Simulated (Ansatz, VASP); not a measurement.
# Ga2O3 (Ga2O3 (C2/m)): VASP beside Ansatz

Wanted: the spread between two codes on one cell, functional and k mesh. The cell is taken from a series of runs on this material, whose earlier steps may have relaxed, scaled, displaced or heated it; both programs get it as it stands.

Main program and level: Ansatz 0.2.0; plane waves, with VASP 6.6.1 beside it; single point at HSE06 form with 10 % exact exchange with an exact-exchange share of 0.1.

## 1. Set-up

The cell holds 60 atoms: 24 Ga and 36 O. Cell: a = 12.278 Å, b = 9.142 Å, c = 5.810 Å, α = 90.0°, β = 103.7°, γ = 90.0°.

Structure file:

```cif
data_structure
_symmetry_space_group_name_H-M 'P 1'
_symmetry_Int_Tables_number 1
_cell_length_a 12.2780
_cell_length_b 9.1419
_cell_length_c 5.8103
_cell_angle_alpha 90.000
_cell_angle_beta 103.705
_cell_angle_gamma 90.000
_cell_volume 633.60
loop_
_atom_site_label
_atom_site_type_symbol
_atom_site_fract_x
_atom_site_fract_y
_atom_site_fract_z
_atom_site_occupancy
Ga1 Ga 0.34128 0.00000 0.68544 1
Ga2 Ga 0.84128 0.16667 0.68544 1
Ga3 Ga 0.15872 0.16667 0.31456 1
Ga4 Ga 0.65872 0.00000 0.31456 1
Ga5 Ga 0.40949 0.16667 0.20460 1
Ga6 Ga 0.90949 0.00000 0.20460 1
Ga7 Ga 0.09051 0.00000 0.79540 1
Ga8 Ga 0.59051 0.16667 0.79540 1
Ga9 Ga 0.34128 0.33333 0.68544 1
Ga10 Ga 0.84128 0.50000 0.68544 1
Ga11 Ga 0.15872 0.50000 0.31456 1
Ga12 Ga 0.65872 0.33333 0.31456 1
Ga13 Ga 0.40949 0.50000 0.20460 1
Ga14 Ga 0.90949 0.33333 0.20460 1
Ga15 Ga 0.09051 0.33333 0.79540 1
Ga16 Ga 0.59051 0.50000 0.79540 1
Ga17 Ga 0.34128 0.66667 0.68544 1
Ga18 Ga 0.84128 0.83333 0.68544 1
Ga19 Ga 0.15872 0.83333 0.31456 1
Ga20 Ga 0.65872 0.66667 0.31456 1
Ga21 Ga 0.40949 0.83333 0.20460 1
Ga22 Ga 0.90949 0.66667 0.20460 1
Ga23 Ga 0.09051 0.66667 0.79540 1
Ga24 Ga 0.59051 0.83333 0.79540 1
O25 O 0.00379 0.16667 0.74408 1
O26 O 0.50379 0.00000 0.74408 1
O27 O 0.49621 0.00000 0.25592 1
O28 O 0.99621 0.16667 0.25592 1
O29 O 0.32679 0.16667 0.43724 1
O30 O 0.82679 0.00000 0.43724 1
O31 O 0.17321 0.00000 0.56276 1
O32 O 0.67321 0.16667 0.56276 1
O33 O 0.16527 0.00000 0.10953 1
O34 O 0.66527 0.16667 0.10953 1
O35 O 0.33473 0.16667 0.89047 1
O36 O 0.83473 0.00000 0.89047 1
O37 O 0.00379 0.50000 0.74408 1
O38 O 0.50379 0.33333 0.74408 1
O39 O 0.49621 0.33333 0.25592 1
O40 O 0.99621 0.50000 0.25592 1
O41 O 0.32679 0.50000 0.43724 1
O42 O 0.82679 0.33333 0.43724 1
O43 O 0.17321 0.33333 0.56276 1
O44 O 0.67321 0.50000 0.56276 1
O45 O 0.16527 0.33333 0.10953 1
O46 O 0.66527 0.50000 0.10953 1
O47 O 0.33473 0.50000 0.89047 1
O48 O 0.83473 0.33333 0.89047 1
O49 O 0.00379 0.83333 0.74408 1
O50 O 0.50379 0.66667 0.74408 1
O51 O 0.49621 0.66667 0.25592 1
O52 O 0.99621 0.83333 0.25592 1
O53 O 0.32679 0.83333 0.43724 1
O54 O 0.82679 0.66667 0.43724 1
O55 O 0.17321 0.66667 0.56276 1
O56 O 0.67321 0.83333 0.56276 1
O57 O 0.16527 0.66667 0.10953 1
O58 O 0.66527 0.83333 0.10953 1
O59 O 0.33473 0.83333 0.89047 1
O60 O 0.83473 0.66667 0.89047 1
```

## 2. VASP: single point, HSE06 form with 10 % exact exchange with an exact-exchange share of 0.1

With cell and atoms fixed, the geometry can't cause a difference; cores, projectors, grids and the points listed under the comparison can.

Lines of VASP's logs that name or quote its potential files are left out, and so is its time.

The run reads the wave functions of an earlier VASP run, which isn't shown here.

Input file INCAR:

```
SYSTEM = Ga2O3
PREC = Accurate
ENCUT = 520
EDIFF = 1E-06
NELM = 100
ISMEAR = 0
SIGMA = 0.01
LREAL = Auto
ALGO = Normal
LHFCALC = .TRUE.
AEXX = 0.1
GGA = PE
HFSCREEN = 0.208
LASPH = .TRUE.
NBANDS = 306
PRECFOCK = Fast
LORBIT = 11
LWAVE = .FALSE.
LCHARG = .FALSE.
ISIF = 2
```

Input file POSCAR:

```
Ga2O3
1.0
   12.2779538700      0.0000000000      0.0078670100
    0.0000000000      9.1418962500      0.0000000000
   -1.3802272500      0.0000000000      5.6439588100
Ga O
24 36
Direct
    0.3412800000      0.0000000000      0.6854400000
    0.8412800000      0.1666700000      0.6854400000
    0.1587200000      0.1666700000      0.3145600000
    0.6587200000      0.0000000000      0.3145600000
    0.4094900000      0.1666700000      0.2046000000
    0.9094900000      0.0000000000      0.2046000000
    0.0905100000      0.0000000000      0.7954000000
    0.5905100000      0.1666700000      0.7954000000
    0.3412800000      0.3333300000      0.6854400000
    0.8412800000      0.5000000000      0.6854400000
    0.1587200000      0.5000000000      0.3145600000
    0.6587200000      0.3333300000      0.3145600000
    0.4094900000      0.5000000000      0.2046000000
    0.9094900000      0.3333300000      0.2046000000
    0.0905100000      0.3333300000      0.7954000000
    0.5905100000      0.5000000000      0.7954000000
    0.3412800000      0.6666700000      0.6854400000
    0.8412800000      0.8333300000      0.6854400000
    0.1587200000      0.8333300000      0.3145600000
    0.6587200000      0.6666700000      0.3145600000
    0.4094900000      0.8333300000      0.2046000000
    0.9094900000      0.6666700000      0.2046000000
    0.0905100000      0.6666700000      0.7954000000
    0.5905100000      0.8333300000      0.7954000000
    0.0037900000      0.1666700000      0.7440800000
    0.5037900000      0.0000000000      0.7440800000
    0.4962100000      0.0000000000      0.2559200000
    0.9962100000      0.1666700000      0.2559200000
    0.3267900000      0.1666700000      0.4372400000
    0.8267900000      0.0000000000      0.4372400000
    0.1732100000      0.0000000000      0.5627600000
    0.6732100000      0.1666700000      0.5627600000
    0.1652700000      0.0000000000      0.1095300000
    0.6652700000      0.1666700000      0.1095300000
    0.3347300000      0.1666700000      0.8904700000
    0.8347300000      0.0000000000      0.8904700000
    0.0037900000      0.5000000000      0.7440800000
    0.5037900000      0.3333300000      0.7440800000
    0.4962100000      0.3333300000      0.2559200000
    0.9962100000      0.5000000000      0.2559200000
    0.3267900000      0.5000000000      0.4372400000
    0.8267900000      0.3333300000      0.4372400000
    0.1732100000      0.3333300000      0.5627600000
    0.6732100000      0.5000000000      0.5627600000
    0.1652700000      0.3333300000      0.1095300000
    0.6652700000      0.5000000000      0.1095300000
    0.3347300000      0.5000000000      0.8904700000
    0.8347300000      0.3333300000      0.8904700000
    0.0037900000      0.8333300000      0.7440800000
    0.5037900000      0.6666700000      0.7440800000
    0.4962100000      0.6666700000      0.2559200000
    0.9962100000      0.8333300000      0.2559200000
    0.3267900000      0.8333300000      0.4372400000
    0.8267900000      0.6666700000      0.4372400000
    0.1732100000      0.6666700000      0.5627600000
    0.6732100000      0.8333300000      0.5627600000
    0.1652700000      0.6666700000      0.1095300000
    0.6652700000      0.8333300000      0.1095300000
    0.3347300000      0.8333300000      0.8904700000
    0.8347300000      0.6666700000      0.8904700000
```

Input file KPOINTS:

```
Automatic mesh
0
Gamma
1 1 1
0 0 0
```

The projector-augmented-wave data sets are Ga_d and O (PBE family, release 64).

On the command line:

```bash
export OMP_NUM_THREADS=3
mpirun -np 1 vasp_gam
```

Numbers of over 12 decimals in the logs are rounded to 6 here.

What it wrote:

```text
[banner, memory and clock lines left out]
running    1 mpi-ranks, on    1 nodes
[...]
Offloading initialized ...    1 GPUs detected
[...]
LDA part: xc-table for (Slater+PW92), standard interpolation
 found WAVECAR, reading the header
 POSCAR, INCAR and KPOINTS ok, starting setup
[...]
reading WAVECAR
 the WAVECAR file was read successfully
 initial charge from wavefunction
 entering main loop
       N       E                     dE             d eps       ncg     rms          rms(c)
DAV:   1    -0.387465115432E+03   -0.38747E+03   -0.28425E+00   872   0.111E+01    0.122E+00
DAV:   2    -0.387477325010E+03   -0.12210E-01   -0.56668E-01   808   0.320E+00    0.739E-01
DAV:   3    -0.387476702492E+03    0.62252E-03   -0.92867E-02   872   0.923E-01    0.502E-01
DAV:   4    -0.387474801666E+03    0.19008E-02   -0.78576E-03   752   0.298E-01    0.305E-01
[...]
DAV:  10    -0.387473674571E+03    0.44626E-05   -0.38973E-06   544   0.172E-02    0.125E-02
DAV:  11    -0.387473672569E+03    0.20025E-05   -0.25837E-06   424   0.904E-03    0.742E-03
DAV:  12    -0.387473671650E+03    0.91860E-06   -0.12797E-06   384   0.749E-03
   1 F= -.38747367E+03 E0= -.38747367E+03  d E =-.298812E-64
```

From OUTCAR (step 2):

```text
  Total        6.0298062     15.7012715     38.4792884      0.0000000      0.0000000     -9.1997817
  in kB       15.2475395     39.7037237     97.3023765      0.0000000      0.0000000    -23.2634402
  external PRESSURE =      50.7512133 kB  Pullay stress =       0.0000000 kB

 POSITION                                       TOTAL-FORCE (eV/Angst)
 -----------------------------------------------------------------------------------
      3.24416      0.00000      3.87128        -0.119183     -0.000000     -0.034082
      9.38313      1.52368      3.87521        -0.120547     -0.002302     -0.034984
      1.51459      1.52368      1.77661         0.120547     -0.002302      0.034984
      7.65357      0.00000      1.78055         0.119183     -0.000000      0.034082
      4.74530      1.52368      1.15798         0.006507     -0.003945     -0.030208
     10.88428      0.00000      1.16191         0.009127     -0.000000     -0.027526
      0.01344      0.00000      4.48992        -0.009127     -0.000000      0.027526
      6.15242      1.52368      4.49385        -0.006507     -0.003945      0.030208
      3.24416      3.04727      3.87128        -0.120547      0.002302     -0.034984
      9.38313      4.57095      3.87521        -0.119183     -0.000000     -0.034082
      1.51459      4.57095      1.77661         0.119183     -0.000000      0.034082
      7.65357      3.04727      1.78055         0.120547      0.002302      0.034984
      4.74530      4.57095      1.15798         0.009127     -0.000000     -0.027526
     10.88428      3.04727      1.16191         0.006507      0.003945     -0.030208
[...]
-----------------------------------------------------------------------------------
    total drift:                                0.000241      0.000068      0.000282

  FREE ENERGIE OF THE ION-ELECTRON SYSTEM (eV)
  ---------------------------------------------------
  free  energy   TOTEN  =      -387.4736716504 eV

  energy  without entropy=     -387.4736716504  energy(sigma->0) =     -387.47367165

[... 3 further parts left out ...]
[key lines of the parts left out:]
E-fermi :   3.4252
```

The run ends at a pressure of 5.08 GPa, with forces up to 0.32 eV/Å.

(Part 1 of 2 ends here.)

[Lines on the potential files, build, host, timing and source positions are cut from VASP's logs without a mark.]

[Logs are printed without paths, hosts, clocks, repeated set-up lines and the standing remarks that a program may print on its own settings, such as how far it seeks lower states.]

[Hosts, paths, dates, database ids (printed as entryN), source tags and the programs' standing remarks are cut or masked in the printed files.]
